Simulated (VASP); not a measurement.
VASP ran on this input.

### INCAR
```
SYSTEM = Al
PREC = Accurate
ENCUT = 400
EDIFF = 1E-6
NELM = 100
ALGO = Normal
LREAL = .FALSE.
LASPH = .TRUE.
ISMEAR = 1
SIGMA = 0.1
GGA = PE
LWAVE = .FALSE.
LCHARG = .FALSE.
ISIF = 2
```

**KPOINTS**
```
Automatic mesh
0
Gamma
12 12 12
0 0 0
```

File POSCAR:
```
Al
1
    0.0000000000     2.0250000000     2.0250000000
    2.0250000000     0.0000000000     2.0250000000
    2.0250000000     2.0250000000     0.0000000000
Al
1
Direct
  0.0000000000   0.0000000000   0.0000000000
```

POTCAR, in this order: Al (PBE.64 set). Program: vasp_gam.

The resulting files:

### standard output
```
 POSCAR found type information on POSCAR Al
 POSCAR found :  1 types and       1 ions
 Reading from existing POTCAR
 Reading from existing POTCAR
 LDA part: xc-table for (Slater+PW92), standard interpolation

 -----------------------------------------------------------------------------
|                                                                             |
|     EEEEEEE  RRRRRR   RRRRRR   OOOOOOO  RRRRRR      ###     ###     ###     |
|     E        R     R  R     R  O     O  R     R     ###     ###     ###     |
|     E        R     R  R     R  O     O  R     R     ###     ###     ###     |
|     EEEEE    RRRRRR   RRRRRR   O     O  RRRRRR       #       #       #      |
|     E        R   R    R   R    O     O  R   R                               |
|     E        R    R   R    R   O     O  R    R      ###     ###     ###     |
|     EEEEEEE  R     R  R     R  OOOOOOO  R     R     ###     ###     ###     |
|                                                                             |
|     You are using the Gamma-point-only version with more than one           |
|     k-point or some other non-Gamma k-point.                                |
|                                                                             |
|       ---->  I REFUSE TO CONTINUE WITH THIS SICK JOB ... BYE!!! <----       |
|                                                                             |
 -----------------------------------------------------------------------------
```

Problem. Read the log: what went wrong, and how is it fixed?

Solution. The cause: the Γ-only program was given a k-mesh. VASP stops with an error: You are using the Gamma-point-only version with more than one k-point or some other non-Gamma k-point. ----> I REFUSE TO CONTINUE WITH THIS SICK JOB ... BYE!!! <---- To mend it, run vasp_std.

The mended run (PBE GGA, plane waves, VASP's PBE PAW potentials (set 64)) converges, and its OSZICAR ends with
```
   1 F= -.37531730E+01 E0= -.37534303E+01  d E =0.771969E-03
```

The compound is Al in the fcc structure. The cell was not relaxed at this level.
